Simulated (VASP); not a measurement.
These are PBE GGA, VASP's PBE PAW potentials (set 64) (plane waves; VASP) values and carry that method's errors.

VASP input:

INCAR:
```
# general
SYSTEM  = KZnF3
PREC    = Accurate
ENCUT   = 620
LREAL   = .False.
LASPH   = .True.

# electronic loop
EDIFF   = 1E-6
NELM    = 100
ALGO    = Normal
LMAXMIX = 4

# smearing
ISMEAR  = 0
SIGMA   = 0.05

# functional
GGA     = PE

# ions
IBRION  = 2
NSW     = 40
ISIF    = 3
EDIFFG  = -0.02
PSTRESS = 200

# output
LWAVE   = .False.
LCHARG  = .False.
```

**POSCAR**
```
KZnF3
1.0
  3.8858884841   0.0000000000   0.0000000000
  0.0000000000   3.8858884841   0.0000000000
  0.0000000000   0.0000000000   3.8858884841
K Zn F
1 1 3
Direct
  0.0000000000   0.0000000000   0.0000000000
  0.5000000000   0.5000000000   0.5000000000
  0.5000000000   0.0000000000   0.5000000000
  0.0000000000   0.5000000000   0.5000000000
  0.5000000000   0.5000000000   0.0000000000
```

KPOINTS:
```
Automatic mesh
0
Gamma
6 6 6
0 0 0
```

POTCAR, in this order: K_sv Zn F (PBE.64 set). Program: vasp_std.

Output

OSZICAR:
```
       N       E                     dE             d eps       ncg     rms          rms(c)
DAV:   1     0.500880281831E+03    0.50088E+03   -0.25872E+04  1000   0.237E+03
DAV:   2     0.191823703614E+02   -0.48170E+03   -0.46787E+03  1176   0.559E+02
DAV:   3    -0.208132184292E+02   -0.39996E+02   -0.39188E+02  1200   0.168E+02
DAV:   4    -0.217974743715E+02   -0.98426E+00   -0.98243E+00  1533   0.238E+01
DAV:   5    -0.218115608191E+02   -0.14086E-01   -0.14082E-01  1326   0.239E+00    0.147E+01
DAV:   6    -0.196441350191E+02    0.21674E+01   -0.78367E+00  1479   0.385E+01    0.959E+00
DAV:   7    -0.197032341090E+02   -0.59099E-01   -0.13927E+00  1051   0.862E+00    0.578E+00
DAV:   8    -0.197217413832E+02   -0.18507E-01   -0.50469E-01  1343   0.170E+01    0.152E+00
DAV:   9    -0.196987121247E+02    0.23029E-01   -0.63798E-02  1584   0.657E+00    0.829E-01
DAV:  10    -0.196908251120E+02    0.78870E-02   -0.12442E-01  1482   0.964E+00    0.366E-01
DAV:  11    -0.196902105153E+02    0.61460E-03   -0.21164E-02  1423   0.194E+00    0.144E-01
DAV:  12    -0.196903153951E+02   -0.10488E-03   -0.97578E-04  1071   0.245E-01    0.139E-01
DAV:  13    -0.196902634221E+02    0.51973E-04   -0.87108E-04  1220   0.222E-01    0.114E-01
DAV:  14    -0.196902656842E+02   -0.22621E-05   -0.43903E-04  1379   0.468E-01    0.110E-01
DAV:  15    -0.196904305491E+02   -0.16486E-03   -0.51675E-04  1522   0.453E-01    0.151E-01
DAV:  16    -0.196902216629E+02    0.20889E-03   -0.26644E-04  1322   0.150E-01    0.976E-02
DAV:  17    -0.196901812135E+02    0.40449E-04   -0.22363E-05  1425   0.681E-02    0.821E-02
DAV:  18    -0.196901461547E+02    0.35059E-04   -0.20962E-05  1385   0.810E-02    0.661E-02
DAV:  19    -0.196900904099E+02    0.55745E-04   -0.14468E-04  1360   0.159E-01    0.235E-02
DAV:  20    -0.196900863481E+02    0.40618E-05   -0.13993E-05  1409   0.336E-02    0.141E-02
DAV:  21    -0.196900868894E+02   -0.54134E-06   -0.57474E-07   592   0.558E-03
   1 F= -.12365377E+02 E0= -.12365377E+02  d E =-.123654E+02
       N       E                     dE             d eps       ncg     rms          rms(c)
DAV:   1    -0.197176650892E+02   -0.27579E-01   -0.82665E-02  1119   0.399E+00    0.513E-01
DAV:   2    -0.197136908682E+02    0.39742E-02   -0.15524E-02  1205   0.146E+00    0.159E-01
DAV:   3    -0.197133335518E+02    0.35732E-03   -0.66501E-04  1259   0.673E-01    0.892E-02
DAV:   4    -0.197132663101E+02    0.67242E-04   -0.22712E-04  1576   0.189E-01    0.486E-02
DAV:   5    -0.197132591557E+02    0.71544E-05   -0.25692E-05  1589   0.604E-02    0.795E-03
DAV:   6    -0.197132575554E+02    0.16003E-05   -0.38693E-06  1119   0.959E-02    0.225E-03
DAV:   7    -0.197132574653E+02    0.90017E-07   -0.80570E-07   528   0.139E-02
   2 F= -.12365006E+02 E0= -.12365006E+02  d E =0.371348E-03
       N       E                     dE             d eps       ncg     rms          rms(c)
DAV:   1    -0.197000804769E+02    0.13177E-01   -0.34835E-02  1125   0.259E+00    0.326E-01
DAV:   2    -0.196984762566E+02    0.16042E-02   -0.62539E-03  1192   0.926E-01    0.102E-01
DAV:   3    -0.196983256829E+02    0.15057E-03   -0.27375E-04  1282   0.423E-01    0.562E-02
DAV:   4    -0.196983008252E+02    0.24858E-04   -0.89282E-05  1575   0.118E-01    0.308E-02
DAV:   5    -0.196983021766E+02   -0.13514E-05   -0.10714E-05  1578   0.389E-02    0.455E-03
DAV:   6    -0.196983026482E+02   -0.47157E-06   -0.15172E-06   699   0.648E-02
   3 F= -.12365311E+02 E0= -.12365311E+02  d E =0.663573E-04
```

**OUTCAR**
```
------------------------ aborting loop because EDIFF is reached ----------------------------------------
  FORCE on cell =-STRESS in cart. coord.  units (eV):
  Direction    XX          YY          ZZ          XY          YZ          ZX
  --------------------------------------------------------------------------------------
  Total        7.2563881      7.2563881      7.2563881      0.0000000      0.0000000      0.0000000
  in kB      197.9107135    197.9107135    197.9107135      0.0000000      0.0000000      0.0000000
  external PRESSURE =      -2.0892865 kB  Pullay stress =     200.0000000 kB
  volume of cell :       58.74
      direct lattice vectors                 reciprocal lattice vectors
     3.887352536 -0.000000000 -0.000000000     0.257244485  0.000000000 -0.000000000
    -0.000000000  3.887352536 -0.000000000     0.000000000  0.257244485 -0.000000000
     0.000000000  0.000000000  3.887352536     0.000000000  0.000000000  0.257244485
 POSITION                                       TOTAL-FORCE (eV/Angst)
 -----------------------------------------------------------------------------------
      0.00000      0.00000      0.00000        -0.000000     -0.000000      0.000000
      1.94368      1.94368      1.94368         0.000000      0.000000      0.000000
      1.94368      0.00000      1.94368        -0.000000      0.000000      0.000000
      0.00000      1.94368      1.94368         0.000000      0.000000      0.000000
      1.94368      1.94368     -0.00000        -0.000000     -0.000000      0.000000
 -----------------------------------------------------------------------------------
    total drift:                                0.000000     -0.000000     -0.000000
  FREE ENERGIE OF THE ION-ELECTRON SYSTEM (eV)
  ---------------------------------------------------
  free  energy   TOTEN  =       -19.6983026482 eV

  energy  without entropy=      -19.6983026482  energy(sigma->0) =      -19.69830265
  enthalpy is  TOTEN    =       -12.3653109012 eV   P V=        7.3329917470

 reached required accuracy - stopping structural energy minimisation
```
(Selected blocks of OUTCAR.)

CONTCAR:
```
KZnF3
   1.00000000000000
     3.8873525356331862   -0.0000000000000000   -0.0000000000000000
    -0.0000000000000000    3.8873525356331862   -0.0000000000000000
     0.0000000000000000    0.0000000000000000    3.8873525356331862
  K               Zn              F
     1     1     3
Direct
     0.0000000000000000    0.0000000000000000    0.0000000000000000
     0.5000000000000000    0.5000000000000000    0.5000000000000000
     0.5000000000000000    0.0000000000000000    0.5000000000000000
     0.0000000000000000    0.5000000000000000    0.5000000000000000
     0.5000000000000000    0.5000000000000000    0.0000000000000000
```

The compound is KZnF3 in the cubic perovskite structure. This run relaxes it under an external pressure of 20 GPa. Symmetry was kept, so distortions that lower it aren't found.
